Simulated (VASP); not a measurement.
Level of theory: PBE GGA with D4 dispersion, VASP's PBE PAW potentials (set 64) (plane waves; VASP 6.6.1).

VASP ran on this input.

File KPOINTS:
```
Automatic mesh
0
Gamma
15 15 15
0 0 0
```

POSCAR:
```
Sn
4.4274440
 -0.6600416976   0.6600416976   0.3587338484
  0.6600416976  -0.6600416976   0.3587338484
  0.6600416976   0.6600416976  -0.3587338484
Sn
2
Cartesian
  0.6600416976   0.0000000000   0.1793669242
  0.0000000000   1.3200833951   0.0000000000
```

**INCAR**
```
# general
SYSTEM  = Sn
PREC    = Accurate
ENCUT   = 520
LREAL   = .False.
LASPH   = .True.

# electronic loop
EDIFF   = 1E-7
NELM    = 100
ALGO    = Normal
LMAXMIX = 4

# smearing
ISMEAR  = -5

# functional
GGA     = PE
IVDW    = 13

# ions
ISIF    = 2

# output
LWAVE   = .False.
LCHARG  = .True.
LORBIT  = 11
NEDOS   = 601
```

POTCAR, in this order: Sn_d (PBE.64 set). Program: vasp_std.

Unless said otherwise, spin-orbit coupling is left out, though it shifts the bands of the heavy elements here.

Question: What does the run give for the energy per atom (σ→0), dispersion energy, band gap (on the k-mesh)?

Answer: 
```yaml
energy per atom (σ→0): -4.223 eV/atom
dispersion_energy: -82.4 kJ/mol
band gap (on the k-mesh): none (metal, semimetal or under 0.01 eV)
```

File OSZICAR:
```
...
DAV:   7    -0.759246379935E+01    0.39744E-02   -0.21741E-02 13462   0.227E+00    0.166E-01
DAV:   8    -0.759237390402E+01    0.89895E-04   -0.20574E-03 12192   0.675E-01    0.352E-02
DAV:   9    -0.759237167765E+01    0.22264E-05   -0.59844E-05 13138   0.819E-02    0.140E-02
DAV:  10    -0.759236428366E+01    0.73940E-05   -0.75361E-06 13116   0.397E-02    0.192E-03
DAV:  11    -0.759236526355E+01   -0.97990E-06   -0.33310E-07  9864   0.816E-03    0.117E-03
DAV:  12    -0.759236512330E+01    0.14025E-06   -0.57412E-08  5624   0.302E-03    0.218E-04
DAV:  13    -0.759236510829E+01    0.15012E-07   -0.12009E-08  5518   0.162E-03
   1 F= -.84468293E+01 E0= -.84468293E+01  d E =0.000000E+00
```

The compound is Sn in the beta structure. It was relaxed first.
